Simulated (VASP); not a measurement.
Data:

```
Rb
1.0
   -2.85947     2.85947     2.85947
    2.85947    -2.85947     2.85947
    2.85947     2.85947    -2.85947
Rb
1
Direct
  0.00000   0.00000   0.00000
```

All values below come from MS2 meta-GGA, VASP's PBE PAW potentials (set 64) (plane waves; VASP). Settings: 520 eV cut-off, 10×10×10 Γ-centred mesh, tetrahedra with Blöchl corrections, potentials Rb_sv.

Question: The job: Rb (bcc), 1 atom, MS2, static run, 520 eV, 10×10×10 Γ-centred mesh. Roughly how much core time does it take on a busy server core?

Answer: About 20 core-minutes (one run on a shared machine, a rough figure). It had 47 irreducible k-points, 8 bands, up to 2550 plane waves and 50 electronic steps.

The compound is Rb in the bcc structure. It was relaxed first.
